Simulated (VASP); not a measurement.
An input for Quantum ESPRESSO's pw.x (written as the equivalent of a VASP run, and not itself run):

```
&CONTROL
  calculation = 'vc-relax'
  pseudo_dir = './pseudo'
  outdir = './out'
  tprnfor = .true.
  tstress = .true.
  nstep = 40
  forc_conv_thr = 0.00078
/
&SYSTEM
  ibrav = 0
  nat = 5
  ntyp = 2
  ecutwfc = 82.3
  occupations = 'smearing'
  smearing = 'gaussian'
  degauss = 0.003675
  input_dft = 'pbesol'
/
&ELECTRONS
  conv_thr = 7.3e-08
  electron_maxstep = 100
/
&IONS
/
&CELL
/
ATOMIC_SPECIES
  Bi 208.980 Bi.upf
  Te 127.600 Te.upf
CELL_PARAMETERS angstrom
    10.1877228   -2.1906382   -0.0070843
    10.1877228    2.1906382   -0.0070843
     9.7192933    0.0000000    3.7581867
ATOMIC_POSITIONS crystal
  Bi   0.3996823  0.3996823  0.3996823
  Bi   0.6003177  0.6003177  0.6003177
  Te   0.0000000  0.0000000  1.0000000
  Te   0.2099479  0.2099479  0.2099479
  Te   0.7900521  0.7900521  0.7900521
K_POINTS automatic
  6 6 6 0 0 0
```

Problem. Write the VASP files for the same calculation (PBEsol).

Solution. Several could match; the one computed here: 
INCAR:
```
# general
SYSTEM  = Bi2Te3
PREC    = Accurate
ENCUT   = 500   # plane-wave cut-off (eV)
LREAL   = .FALSE.   # projection in real space or not
LASPH   = .TRUE.

# electronic loop
EDIFF   = 1E-6
NELM    = 100   # most electronic steps
ALGO    = Normal   # blocked Davidson
LMAXMIX = 4   # l cut-off of mixed one-centre charges

# smearing
ISMEAR  = 0   # Gaussian
SIGMA   = 0.05   # width (eV)

# functional
GGA     = PS

# ions
IBRION  = 2
NSW     = 40   # most ionic steps
ISIF    = 3   # ions, shape and volume
EDIFFG  = -0.02   # ionic stop

# output
LWAVE   = .FALSE.
LCHARG  = .FALSE.
```

### KPOINTS
```
Automatic
0
gamma
  6 6 6
```

POSCAR:
```
Bi2Te3
1.0
 10.1877227805  -2.1906382085  -0.0070842551
 10.1877227805   2.1906382085  -0.0070842551
  9.7192933143   0.0000000000   3.7581866992
Bi Te
2 3
direct
  0.3996822863   0.3996822863   0.3996822863
  0.6003177137   0.6003177137   0.6003177137
  0.0000000000   0.0000000000   1.0000000000
  0.2099478986   0.2099478986   0.2099478986
  0.7900521014   0.7900521014   0.7900521014
```

POTCAR, in this order: Bi_d Te (PBE.64 set). Program: vasp_std.

Limits of the translation: the potentials are each code's own (VASP's PAW set, PseudoDojo norm-conserving files in pw.x), so ENCUT and ecutwfc are chosen apart and not converted; conv_thr bounds pw.x's estimated SCF error, while EDIFF bounds the energy change between steps; forc_conv_thr acts on force components and is met together with etot_conv_thr.

The compound is Bi2Te3 in the tetradymite structure. This run relaxes it. Symmetry was kept, so distortions that lower it aren't found.
